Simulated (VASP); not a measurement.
Input:

```
CELL_PARAMETERS angstrom
      0.00000     1.75788     1.75788
      1.75788     0.00000     1.75788
      1.75788     1.75788     0.00000
ATOMIC_POSITIONS crystal
  Ni 0.00000 0.00000 0.00000
```
Starting moments (μB, in the order of the record's atoms Ni): 0.6.

These are RPBE GGA, VASP's PBE PAW potentials (set 64) (plane waves; VASP) values and carry that method's errors. Numerical set-up: 520 eV cut-off, 18×18×18 Γ-centred mesh, first-order Methfessel-Paxton smearing of 0.10 eV, potentials Ni.

**Question.** What does the run give for the cell moment, energy per atom (σ→0), pressure, band gap (on the k-mesh) with the smallest direct gap where there is one?

**Answer.** 
```json
{
 "band gap (on the k-mesh)": "none (metal, semimetal or under 0.01 eV)",
 "cell_moment": "0.62 μB",
 "energy per atom (σ→0)": "-4.948 eV/atom",
 "pressure": "5.97 GPa"
}
```

**Question.** Give the moment on each site (PAW-sphere projection).

**Answer.** 
| site | moment (μB) |
|---|---|
| Ni1 | 0.63 |

The absolute energy has meaning only against runs of the same code, potentials and settings.

The compound is Ni in the fcc structure. This cell is one point of a volume scan, at 0.97 of the reference volume.
